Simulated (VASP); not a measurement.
Input:

```xyz
4
Lattice="1.2459 -2.1579 0.0000 1.2459 2.1579 0.0000 0.0000 0.0000 8.0056" Properties=species:S:1:pos:R:3 pbc="T T T"
C      1.2459    -2.1579     2.0014
C      1.2459     2.1579     6.0042
C      1.2459     0.7193     2.0014
C      1.2459    -0.7193     6.0042
```

Computed with PBE GGA, VASP's PBE PAW potentials (set 64) (plane waves; VASP). Settings: 520 eV cut-off, 10×10×3 Γ-centred mesh, Gaussian smearing of 0.050 eV, potentials C.

Without a dispersion term in the relaxation, distances and binding between the weakly bound layers, chains or molecules are unreliable, and so is what depends on them.

### Question
The ions and cell shape at fixed volume are relaxed. What does this cell relax into?

### Answer

```xyz
4
Lattice="1.2337 -2.1368 0.0000 1.2337 2.1368 0.0000 0.0000 0.0000 8.1649" Properties=species:S:1:pos:R:3 pbc="T T T"
C      0.0000     0.0000     2.0412
C      0.0000     0.0000     6.1236
C      1.2337     0.7123     2.0412
C      1.2337    -0.7123     6.1236
```
Space group P6_3/mmc (194), at a tolerance of 0.03 Å.

### Question
How much energy does the relaxation gain?

### Answer
The energy (σ→0) changes by -6.6 meV/atom, in 3 ionic steps.

```csv
step,E(σ→0) (eV),max force (eV/Å),pressure (GPa),volume (Å³)
1,-36.8881,0.000,-6.34,43.05
2,-36.9143,0.000,0.64,43.05
3,-36.9145,0.000,0.13,43.05
```

The compound is C in the graphite structure. This cell is one point of a volume scan, at 1.03 of the reference volume. Symmetry was kept, so distortions that lower it aren't found.
